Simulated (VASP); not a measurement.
BaGaSnH (space group P3m1): the band gap from VASP (plane waves, PAW) at several levels of theory. Gaps are without spin-orbit coupling. Each level names its cell: its own relaxed one, PBE's, or the starting one. A gap is the smallest over the k-mesh and a band path; hybrids may have named points in place of the path, and GW has the mesh alone.

```
level              band gap (eV)
-----------------  -------------
LDA (own cell)              0.31
PBEsol (own cell)           0.27
HSE06 (PBE cell)            0.67
```

The cell of the LDA (own cell) run:

```
CELL_PARAMETERS angstrom
      4.50065     0.00000     0.00000
     -2.25032     3.89767     0.00000
      0.00000     0.00000     5.10773
ATOMIC_POSITIONS crystal
  Ba 0.33333 0.66667 0.99899
  Ga 0.00000 0.00000 0.41900
  Sn 0.66667 0.33333 0.54173
  H  0.00000 0.00000 0.08398
```

Only levels that ran to the end are used. Left out are those held back, those with too coarse a band path, GW runs whose mesh misses a band edge, hybrids' fits of cells that aren't cubic and levels without matching references; a question may draw on a part of the rest.

The structure comes from a computed database's BaGaSnH entry (P3m1); how it stands against other phases isn't given here.
